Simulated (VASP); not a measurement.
These are TPSS meta-GGA, VASP's PBE PAW potentials (set 64) (plane waves; VASP) values and carry that method's errors.

Input for VASP

### INCAR
```
SYSTEM = CdSe
PREC = Accurate
ENCUT = 520
EDIFF = 1E-6
NELM = 100
ALGO = Normal
LREAL = .FALSE.
LASPH = .TRUE.
ISMEAR = 0
SIGMA = 0.05
METAGGA = TPSS
LMIXTAU = .TRUE.
LMAXMIX = 4
LWAVE = .FALSE.
LCHARG = .FALSE.
IBRION = 2
ISIF = 3
NSW = 60
EDIFFG = -0.02
```

POSCAR:
```
CdSe
1
    2.1622727506    -3.7451660235     0.0000000000
    2.1622727506     3.7451660235     0.0000000000
    0.0000000000     0.0000000000     7.0344088285
Cd Se
2 2
Direct
  0.6666670000   0.3333330000   0.5001200235
  0.3333330000   0.6666670000   0.0001200235
  0.6666670000   0.3333330000   0.8758799765
  0.3333330000   0.6666670000   0.3758799765
```

File KPOINTS:
```
Automatic mesh
0
Gamma
5 5 3
0 0 0
```

POTCAR, in this order: Cd Se (PBE.64 set). Program: vasp_std.

The run wrote:

### OSZICAR
```
       N       E                     dE             d eps       ncg     rms          rms(c)
DAV:   1     0.255598986020E+03    0.25560E+03   -0.16548E+04   440   0.150E+03
DAV:   2    -0.315587313630E+02   -0.28716E+03   -0.28075E+03   616   0.488E+02
DAV:   3    -0.493091895499E+02   -0.17750E+02   -0.17644E+02   518   0.102E+02
DAV:   4    -0.497235425533E+02   -0.41435E+00   -0.41356E+00   608   0.251E+01
DAV:   5    -0.497303091673E+02   -0.67666E-02   -0.67586E-02   506   0.183E+00    0.926E+00
DAV:   6    -0.460835519281E+02    0.36468E+01   -0.57801E+00   452   0.348E+01    0.806E+00
DAV:   7    -0.437157304711E+02    0.23678E+01   -0.15014E+00   488   0.110E+01    0.529E+00
DAV:   8    -0.464944186672E+02   -0.27787E+01   -0.52353E+00   458   0.194E+01    0.396E+00
DAV:   9    -0.437675407277E+02    0.27269E+01   -0.32555E+00   440   0.160E+01    0.626E-01
DAV:  10    -0.437027990665E+02    0.64742E-01   -0.69216E-02   530   0.206E+00    0.449E-01
DAV:  11    -0.437788601180E+02   -0.76061E-01   -0.11700E-02   440   0.960E-01    0.288E-01
DAV:  12    -0.437680384596E+02    0.10822E-01   -0.11889E-02   440   0.110E+00    0.247E-01
DAV:  13    -0.437948423250E+02   -0.26804E-01   -0.12974E-02   440   0.103E+00    0.931E-02
DAV:  14    -0.437946486358E+02    0.19369E-03   -0.15494E-04   548   0.789E-02    0.858E-02
DAV:  15    -0.437954282367E+02   -0.77960E-03   -0.10984E-04   446   0.110E-01    0.603E-02
DAV:  16    -0.437957447254E+02   -0.31649E-03   -0.51593E-04   440   0.183E-01    0.250E-02
DAV:  17    -0.437958038994E+02   -0.59174E-04   -0.25174E-05   542   0.461E-02    0.172E-02
DAV:  18    -0.437958059106E+02   -0.20112E-05   -0.26922E-06   372   0.122E-02    0.147E-02
DAV:  19    -0.437958227403E+02   -0.16830E-04   -0.34077E-05   440   0.438E-02    0.143E-02
DAV:  20    -0.437958239437E+02   -0.12033E-05   -0.12580E-06   434   0.877E-03    0.992E-03
DAV:  21    -0.437958239603E+02   -0.16601E-07   -0.60619E-08   238   0.208E-03
   1 F= -.43795824E+02 E0= -.43795824E+02  d E =-.437958E+02
       N       E                     dE             d eps       ncg     rms          rms(c)
DAV:   1    -0.447799137748E+02   -0.98409E+00   -0.23483E+01   458   0.534E+01    0.868E+00
DAV:   2    -0.439293689608E+02    0.85054E+00   -0.21571E+00   446   0.189E+01    0.291E+00
DAV:   3    -0.438502097124E+02    0.79159E-01   -0.22482E-01   488   0.431E+00    0.262E+00
DAV:   4    -0.438043661758E+02    0.45844E-01   -0.63216E-02   440   0.189E+00    0.786E-01
DAV:   5    -0.438014613479E+02    0.29048E-02   -0.22575E-02   440   0.135E+00    0.164E-01
DAV:   6    -0.438182735218E+02   -0.16812E-01   -0.22318E-02   440   0.135E+00    0.115E-01
DAV:   7    -0.438283156133E+02   -0.10042E-01   -0.27214E-03   470   0.496E-01    0.346E-02
DAV:   8    -0.438285763566E+02   -0.26074E-03   -0.19611E-04   488   0.121E-01    0.171E-02
DAV:   9    -0.438287271151E+02   -0.15076E-03   -0.15145E-04   458   0.991E-02    0.147E-02
DAV:  10    -0.438287872156E+02   -0.60101E-04   -0.24973E-05   482   0.486E-02    0.378E-03
DAV:  11    -0.438287738400E+02    0.13376E-04   -0.36128E-05   440   0.458E-02    0.239E-03
DAV:  12    -0.438287980204E+02   -0.24180E-04   -0.64238E-06   458   0.321E-02    0.293E-03
DAV:  13    -0.438287999928E+02   -0.19723E-05   -0.91945E-07   280   0.107E-02    0.926E-04
DAV:  14    -0.438288003563E+02   -0.36359E-06   -0.36531E-07   298   0.478E-03
   2 F= -.43828800E+02 E0= -.43828800E+02  d E =-.329764E-01
       N       E                     dE             d eps       ncg     rms          rms(c)
DAV:   1    -0.438753449295E+02   -0.46545E-01   -0.10445E+00   458   0.109E+01    0.159E+00
DAV:   2    -0.438347166761E+02    0.40628E-01   -0.11085E-01   446   0.419E+00    0.516E-01
DAV:   3    -0.438315724791E+02    0.31442E-02   -0.12201E-02   470   0.939E-01    0.454E-01
DAV:   4    -0.438296990635E+02    0.18734E-02   -0.20921E-03   440   0.331E-01    0.101E-01
DAV:   5    -0.438302379487E+02   -0.53889E-03   -0.99120E-04   440   0.286E-01    0.284E-02
DAV:   6    -0.438306397056E+02   -0.40176E-03   -0.84431E-04   440   0.266E-01    0.355E-02
DAV:   7    -0.438311652005E+02   -0.52549E-03   -0.13675E-04   470   0.112E-01    0.519E-03
DAV:   8    -0.438311836473E+02   -0.18447E-04   -0.53893E-06   408   0.208E-02    0.378E-03
DAV:   9    -0.438311830766E+02    0.57070E-06   -0.35703E-06   374   0.141E-02
   3 F= -.43831183E+02 E0= -.43831183E+02  d E =-.353591E-01
```

OUTCAR:
```
------------------------ aborting loop because EDIFF is reached ----------------------------------------
  FORCE on cell =-STRESS in cart. coord.  units (eV):
  Direction    XX          YY          ZZ          XY          YZ          ZX
  --------------------------------------------------------------------------------------
  Total        0.0148146      0.0148146     -0.0080937      0.0000000      0.0000000     -0.0000000
  in kB        0.1991681      0.1991681     -0.1088126      0.0000000      0.0000000     -0.0000000
  external PRESSURE =       0.0965079 kB  Pullay stress =       0.0000000 kB
  volume of cell :      119.17
      direct lattice vectors                 reciprocal lattice vectors
     2.194409363 -3.800828257  0.000000000     0.227851744 -0.131550274  0.000000000
     2.194409363  3.800828257  0.000000000     0.227851744  0.131550274  0.000000000
     0.000000000  0.000000000  7.144214285     0.000000000  0.000000000  0.139973405
  FREE ENERGIE OF THE ION-ELECTRON SYSTEM (eV)
  ---------------------------------------------------
  free  energy   TOTEN  =       -43.8311830766 eV

  energy  without entropy=      -43.8311830766  energy(sigma->0) =      -43.83118308

 reached required accuracy - stopping structural energy minimisation
```
(Selected blocks of OUTCAR.)

### CONTCAR
```
CdSe
   1.00000000000000
     2.1944093625073586   -3.8008282573896319    0.0000000000000000
     2.1944093625073586    3.8008282573896319    0.0000000000000000
     0.0000000000000000    0.0000000000000000    7.1442142853862700
  Cd              Se
     2     2
Direct
     0.6666669999999968    0.3333330000000032    0.4999793099892659
     0.3333330000000032    0.6666669999999968    0.9999793099892659
     0.6666669999999968    0.3333330000000032    0.8760206900107389
     0.3333330000000032    0.6666669999999968    0.3760206900107389
```

OUTCAR:
```
 val. band max:        0.4470184338   @ k =   0.0000   0.0000   0.0000

 cond. band min:       1.2109445525   @ k =   0.0000   0.0000   0.0000


 Fermi energy:         0.6743698949

 k-point     1 :       0.0000    0.0000    0.0000
  band No.  band energies     occupation
      1     -11.9963      2.00000
      2     -11.6577      2.00000
      3      -7.2998      2.00000
      4      -7.2941      2.00000
      5      -7.2941      2.00000
      6      -7.2345      2.00000
      7      -7.2345      2.00000
      8      -7.0144      2.00000
      9      -7.0144      2.00000
     10      -6.9594      2.00000
     11      -6.9594      2.00000
     12      -6.7216      2.00000
     13      -3.6061      2.00000
     14      -0.2486      2.00000
     15      -0.2485      2.00000
     16       0.4147      2.00000
     17       0.4470      2.00000
     18       0.4470      2.00000
     19       1.2109      0.00000
     20       2.7620      0.00000
     21       6.5042      0.00000
     22       6.5042      0.00000

 k-point     2 :       0.2000    0.0000    0.0000
  band No.  band energies     occupation
      1     -11.8939      2.00000
      2     -11.6131      2.00000
      3      -7.2692      2.00000
      4      -7.2603      2.00000
      5      -7.2104      2.00000
      6      -7.1850      2.00000
      7      -7.1821      2.00000
      8      -7.0305      2.00000
      9      -7.0113      2.00000
     10      -6.9845      2.00000
     11      -6.9530      2.00000
     12      -6.6658      2.00000
     13      -3.4037      2.00000
     14      -1.4757      2.00000
     15      -1.1485      2.00000
     16      -0.6387      2.00000
     17       0.1433      2.00000
     18       0.2071      2.00000
     19       2.7307      0.00000
     20       3.8574      0.00000
     21       5.8260      0.00000
     22       6.7248      0.00000

 k-point     3 :       0.4000   -0.0000    0.0000
  band No.  band energies     occupation
      1     -11.7059      2.00000
...
```

Energy and stress use the plane-wave basis of the starting cell.

The compound is CdSe in the wurtzite structure. This run relaxes it. Symmetry was kept, so distortions that lower it aren't found.
